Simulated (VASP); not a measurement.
An input for Quantum ESPRESSO's pw.x (written as the equivalent of a VASP run, and not itself run):

```
&CONTROL
  calculation = 'vc-relax'
  pseudo_dir = './pseudo'
  outdir = './out'
  tprnfor = .true.
  tstress = .true.
  nstep = 40
  forc_conv_thr = 0.00039
/
&SYSTEM
  ibrav = 0
  nat = 3
  ntyp = 2
  ecutwfc = 84
  occupations = 'smearing'
  smearing = 'methfessel-paxton'
  degauss = 0.00735
  input_dft = 'pbe'
/
&ELECTRONS
  conv_thr = 7.3e-09
  electron_maxstep = 100
/
&IONS
/
&CELL
  press = 150
/
ATOMIC_SPECIES
  Ti 47.867 Ti.upf
  S 32.060 S.upf
CELL_PARAMETERS angstrom
     1.6155575   -2.7982289   -0.0000000
     1.6155575    2.7982289    0.0000000
    -0.0000000   -0.0000000    5.1717104
ATOMIC_POSITIONS crystal
  Ti   1.0000000  1.0000000  0.0000000
  S    0.3333330  0.6666670  0.2800368
  S    0.6666670  0.3333330  0.7199632
K_POINTS automatic
  10 10 6 0 0 0
```

Question: Translate this input to VASP (INCAR, KPOINTS, POSCAR, choice of POTCAR).

Answer: Several could match; the one computed here: 
File KPOINTS:
```
Automatic mesh
0
Gamma
10 10 6
0 0 0
```

INCAR:
```
SYSTEM = TiS2
PREC = Accurate; ENCUT = 480; LREAL = .FALSE.
LASPH = .TRUE.
EDIFF = 1E-7; NELM = 100; ALGO = Normal
LMAXMIX = 4
ISMEAR = 1; SIGMA = 0.1
GGA = PE
IBRION = 2; NSW = 40; ISIF = 3
EDIFFG = -0.01; PSTRESS = 150
LWAVE = .FALSE.; LCHARG = .FALSE.
```

**POSCAR**
```
TiS2
1.0
  1.6155574842  -2.7982289276   0.0000000000
  1.6155574842   2.7982289276   0.0000000000
  0.0000000000   0.0000000000   5.1717104349
Ti S
1 2
Cart
  3.2311149684   0.0000000000   0.0000000000
  1.6155574842   0.9327448414   1.4482689826
  1.6155574842  -0.9327448414   3.7234414523
```

POTCAR, in this order: Ti_sv S (PBE.64 set). Program: vasp_std.

Limits of the translation: the potentials are each code's own (VASP's PAW set, PseudoDojo norm-conserving files in pw.x), so ENCUT and ecutwfc are chosen apart and not converted; conv_thr bounds pw.x's estimated SCF error, while EDIFF bounds the energy change between steps; forc_conv_thr acts on force components and is met together with etot_conv_thr.

The compound is TiS2 in the 1T layered structure. This run relaxes it under an external pressure of 15 GPa. Symmetry was kept, so distortions that lower it aren't found.
